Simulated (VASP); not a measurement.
Input of a VASP 6.6.1 run:

Contents of INCAR:

```
SYSTEM = InOs
  PREC = Accurate
  ENCUT = 520
  EDIFF = 1E-7
  ISMEAR = 1
  SIGMA = 0.1
  LREAL = .False.
  LASPH = .True.
  NELM = 100
  ALGO = Normal
  ISIF = 2
  LWAVE = .False.
  LCHARG = .False.
  GGA = CA
  IBRION = 2
  NSW = 40
  EDIFFG = -0.005
```

File KPOINTS:

```
regular mesh
0
Gamma
  7 7 6
  0 0 0
```

POSCAR

```
InOs
1.0
    1.9352684800     -5.3094379800      0.0000000000
    1.9352684800      5.3094379800      0.0000000000
    0.0000000000      0.0000000000      4.3243877000
In Os
2 2
Direct
    0.8600000100      0.1399999900      0.2500000000
    0.1399999900      0.8600000100      0.7500000000
    0.5720000100      0.4279999900      0.2500000000
    0.4279999900      0.5720000100      0.7500000000
```

Potentials or basis: VASP PAW LDA potentials, release 64 (In_d, Os).

Command:

```bash
$ cat potpaw_LDA.64/In_d/POTCAR potpaw_LDA.64/Os/POTCAR > POTCAR
$ mpirun -np 1 vasp_std > vasp.out
```

(1) Predict the band gap on the k mesh.

(2) Predict the energy gained by relaxing.

Answers

(1) none (metal or under the smearing width).

(2) 194.3 meV/atom.
